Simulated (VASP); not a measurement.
Consider the following.

```
Be
1.0
    1.13048    -1.95805     0.00000
    1.13048     1.95805     0.00000
    0.00000     0.00000     3.54492
Be
2
Direct
  0.33333   0.66667   0.25000
  0.66667   0.33333   0.75000
```

Computed with MS2 meta-GGA, VASP's PBE PAW potentials (set 64) (plane waves; VASP 6.6.1). Settings: 520 eV cut-off, 21×21×12 Γ-centred mesh, tetrahedra with Blöchl corrections, potentials Be.

Predict the energy per atom (σ→0), band gap (over mesh and band path) with the smallest direct gap where there is one.

| Item | Value |
|---|---|
| band gap (over mesh and band path) | none (metal, semimetal or under 0.01 eV) |
| energy per atom (σ→0) | -4.944 eV/atom |

The absolute energy has meaning only against runs of the same code, potentials and settings.

The compound is Be in the hcp structure. It was relaxed first.
